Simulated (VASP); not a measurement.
Y (hcp) relaxed at rising pressure, in one space group throughout; other phases were not tried. The pressures are those reached. Method: LDA (Ceperley-Alder, Perdew-Zunger), VASP's LDA PAW potentials (set 64) (plane waves; VASP 6.6.1).

```tsv
P (GPa)	V (Å³/atom)	k-mesh
0.06	29.772	12×12×7
4.96	27.005	12×12×7
10.12	24.936	13×13×7
20.02	22.219	13×13×7
29.95	20.316	14×14×7
```

A change of mesh leaves a small step in the series.

Problem. Fit an equation of state and predict the volume at 45.08 GPa.

Solution. Least squares on the third-order Birch-Murnaghan form, P = (3B0/2)(y⁷ − y⁵)[1 + (3/4)(B′ − 4)(y² − 1)] with y = (V0/V)^(1/3), gives V0 = 29.820 Å³/atom, B0 = 42 GPa and B′ = 3.3, and so 18.230 Å³/atom. The run gave 18.238 Å³/atom, +0.0 % from the fit.

Pressures at which the relaxation failed are left out.

The compound is Y in the hcp structure.
